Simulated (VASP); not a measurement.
# Absorption of C (Diamond) from time-dependent hybrids, part 2 of 2

Wanted: excitation energies of C (Diamond) by functional. The cell has space group Fd-3m. The start is a cell from a database of measured crystal structures.

VASP 6.6.1, plane waves and PAW; the level of theory is named at each step.

So far, lowest excitation (eV): step 4 (casida equation on LDA, time-dependent LDA, Casida form) 5.53; step 5 (random-phase approximation on LDA, RPA spectrum on LDA) 5.53; step 9 (casida equation on HSE06, time-dependent HSE06, Casida form) 6.93; step 10 (random-phase approximation on HSE06, RPA spectrum on HSE06) 6.98.

### 14. Casida equation on PBE-EpsX

This step: time-dependent PBE-EpsX, Casida form; plane waves and PAW (C) (VASP 6.6.1).

File INCAR:

```
SYSTEM = C
PREC = Accurate
ENCUT = 420
ISMEAR = 0
SIGMA = 0.01
LREAL = .FALSE.
LHFCALC = .TRUE.
AEXX = 0.172
GGA = PE
LASPH = .TRUE.
NBANDS = 24
PRECFOCK = Fast
ALGO = TDHF
NBANDSO = 4
NBANDSV = 4
OMEGAMAX = 25
NEDOS = 1000
CSHIFT = 0.1
LWAVE = .FALSE.
LCHARG = .FALSE.
ANTIRES = 0
LFXC = .TRUE.
LADDER = .TRUE.
```

File POSCAR:

```
C
1.0
    0.0000000000      1.7833700000      1.7833700000
    1.7833700000      0.0000000000      1.7833700000
    1.7833700000      1.7833700000      0.0000000000
C
2
Direct
    0.7500000000      0.7500000000      0.7500000000
    0.5000000000      0.5000000000      0.5000000000
```

File KPOINTS:

```
Automatic mesh
0
Gamma
8 8 8
0 0 0
```

PAW data sets: C (PBE family, release 64).

The WAVECAR or CHGCAR of an earlier step is read.

Run with:

```sh
$ mpirun -np 8 vasp_std
```

Elapsed: 1.7 min, on 8 MPI ranks of Intel Xeon Platinum 8488C (Sapphire Rapids), shared host; peak memory 2.9 GiB.

This step gave:

| Item | Value |
| --- | --- |
| lowest excitation | 6.629 eV |

The imaginary dielectric function, xx has structure finer than the step of the table below, so its rows give means over 1 eV, whole bins alone (the curve runs from 0 to 25 eV). Peaks (eV: height): 8.0: 12.4, 9.8: 12.0, 11.1: 20.5, 11.8: 30.9, 12.1: 37.1, 13.5: 7.73, 15.1: 12.5.

From 4 filled and 4 empty bands alone, without any pair above OMEGAMAX = 25 eV, so strength is missing wherever others contribute; lines are broadened by CSHIFT, which also makes the tail under the first line. The imaginary dielectric function, xx by photon energy; means over each step:

```
photon energy (eV)  imaginary dielectric function, xx
                 1                            0.00737
                 2                             0.0157
                 3                             0.0267
                 4                             0.0435
                 5                             0.0778
                 6                              0.365
                 7                               1.35
                 8                               5.23
                 9                               2.99
                10                               7.36
                11                               11.8
                12                               20.4
                13                               4.32
                14                               4.83
                15                               8.28
                16                               4.05
                17                               1.17
                18                               1.14
                19                               1.25
                20                               1.13
                21                               1.18
                22                              0.469
                23                              0.498
                24                              0.466
```

Some of the lowest 40 states alone, with states under 2.5 meV apart joined, scaled to the strongest line shown. Exciton lines, with heights relative to the strongest:

```
position (eV)  lines merged  oscillator strength
        6.630             6                   38
        6.634             2                  0.0
        6.646             1                  0.0
        7.629             2                  0.0
        7.635             3                  0.0
        7.653             1                  0.0
        7.984             3                  100
        7.988             3                  0.0
        8.005             3                  0.0
        8.008             3                  0.0
        8.200             3                   52
```

The lowest excitation lies at 6.629 eV, -404 meV against the direct gap of these orbitals, a distance that this coarse mesh makes far too large. Peak heights aren't converged with the mesh, least of all at the onset.

### 15. Random-phase approximation on PBE-EpsX

This step: RPA spectrum on PBE-EpsX; plane waves and PAW (C) (VASP 6.6.1).

INCAR, as its differences from that of step 14:

```diff
@@ -21,3 +21,3 @@
 ANTIRES = 0
-LFXC = .TRUE.
-LADDER = .TRUE.
+LFXC = .FALSE.
+LADDER = .FALSE.
```

POSCAR is that of step 14.

KPOINTS is that of step 14.

Run with:

```sh
$ mpirun -np 8 vasp_std
```

The job ended after 81 s (8 MPI ranks; peak memory 2.9 GiB).

Numbers from this step:

| Quantity | Value |
| --- | --- |
| lowest excitation | 7.035 eV |

The imaginary dielectric function, xx has structure finer than the step of the table below, so its rows give means over 1 eV, whole bins alone (the curve runs from 0 to 25 eV). Peaks (eV: height): 8.6: 6.72, 10.3: 6.96, 11.7: 10.3, 12.3: 12.7, 12.8: 30.7, 14.0: 8.51, 16.3: 15.6.

From 4 filled and 4 empty bands alone, without any pair above OMEGAMAX = 25 eV, so strength is missing wherever others contribute; lines are broadened by CSHIFT, which also makes the tail under the first line. Table of imaginary dielectric function, xx by photon energy; means over each step:

```
photon energy (eV)  imaginary dielectric function, xx
                 1                            0.00480
                 2                             0.0101
                 3                             0.0166
                 4                             0.0258
                 5                             0.0412
                 6                             0.0864
                 7                              0.821
                 8                               1.23
                 9                               3.44
                10                               2.88
                11                               4.14
                12                               7.94
                13                               16.5
                14                               5.29
                15                               5.31
                16                               12.6
                17                               4.94
                18                               2.34
                19                               1.98
                20                               2.03
                21                               1.88
                22                               2.12
                23                              0.955
                24                               1.10
```

The lowest excitation lies at 7.035 eV, +1 meV against the direct gap of these orbitals. Peak heights aren't converged with the mesh, least of all at the onset.

### 16. Summary

This step: time-dependent LDA, HSE06, PBE-EpsX; plane waves and PAW (VASP 6.6.1).

This step runs nothing: it gathers the runs above.

Cost is wall time times ranks on a shared host, for this step alone, without the steps before it. Excitations by level:

```
                      level  first excitation (eV)  cost (core minutes)
     Casida equation on LDA                  5.534                13.73
       random phases on LDA                  5.535                13.87
   Casida equation on HSE06                  6.928                11.47
     random phases on HSE06                  6.985                 9.33
Casida equation on PBE-EpsX                  6.629                13.47
  random phases on PBE-EpsX                  7.035                10.81
```

### 17. What came out

- Casida equation on LDA: lowest vertical excitation 5.534 eV; direct gap 5.534 eV
- RPA on LDA: lowest vertical excitation 5.535 eV; direct gap 5.534 eV
- Casida equation on HSE06: lowest vertical excitation 6.928 eV; direct gap 6.984 eV
- RPA on HSE06: lowest vertical excitation 6.985 eV; direct gap 6.984 eV
- Casida equation on PBE-EpsX: lowest vertical excitation 6.629 eV; direct gap 7.034 eV
- RPA on PBE-EpsX: lowest vertical excitation 7.035 eV; direct gap 7.034 eV

Time-dependent HSE06 puts the lowest vertical singlet excitation at 6.928 eV, 0.06 eV below the direct gap of 6.984 eV; the states within 10 meV of it carry 37 % of the strength of the strongest such group among the lowest 40 states. Time-dependent PBE-EpsX puts the lowest vertical singlet excitation at 6.629 eV, 0.40 eV below the direct gap of 7.034 eV; the states within 10 meV of it carry 38 % of the strength of the strongest such group among the lowest 40 states. The exchange-correlation kernel and the attraction move the centre of weight of eps2 xx over the computed range by -1.93 eV against the run in the random-phase approximation on HSE06 (HSE06). The exchange-correlation kernel and the attraction move the centre of weight of eps2 xx over the computed range by -1.98 eV against the run in the random-phase approximation on PBE-EpsX, a shift that holds the same mesh error (PBE-EpsX). The LDA kernel binds nothing: its lowest excitation, 5.534 eV, sits at the direct gap of 5.534 eV. The binding energy was not obtained: in a well-screened crystal the exciton spreads over many cells, and on this mesh its distance from the gap is set by the mesh and is far too large. On such a mesh the heights of single peaks aren't converged either. For the hybrids, on a mesh this coarse most of the distance from the gap can come from the q = 0 term of the exact exchange, which falls with the number of k points, so it doesn't show which functional binds an exciton. These are vertical excitations; an indirect gap can lie lower. Direct gaps by functional: 5.534 eV at LDA, 6.984 eV at HSE06 and 7.034 eV at PBE-EpsX. Exact exchange widens them. Unscreened exchange converges slowly with the mesh, in the gaps as in the binding, and the two errors partly cancel in the excitation energy. Only the bands set by NBANDSO and NBANDSV form pairs, and any pair above OMEGAMAX = 25 eV is dropped, so the spectrum is that of this window; the window can cut degenerate bands. The given cell is kept, although it stands at -14.1 GPa at LDA and ENCUT = 420 eV, which holds the mismatch of the given cell with this functional and any basis-set error. Not tabulated here, as repeats of values shown or as unfit to read for their mesh, reference level or band range: eps2 curves (empty bands); eps1 curves and static values (Casida equation, empty bands, random phases); line lists of runs without attraction (Casida equation, random phases); gaps (empty bands); exciton binding energies (Casida equation).

[Lines on the potential files, build, host, timing and source positions are cut from VASP's logs without a mark.]

[Logs are printed without paths, hosts, clocks, repeated set-up lines and the standing remarks that a program may print on its own settings, such as how far it seeks lower states.]

[Hosts, paths, dates, database ids (printed as entryN), source tags and the programs' standing remarks are cut or masked in the printed files.]

[Pressures printed for these runs are not shown converged in the cutoff: they can be off by several GPa and have the wrong sign.]
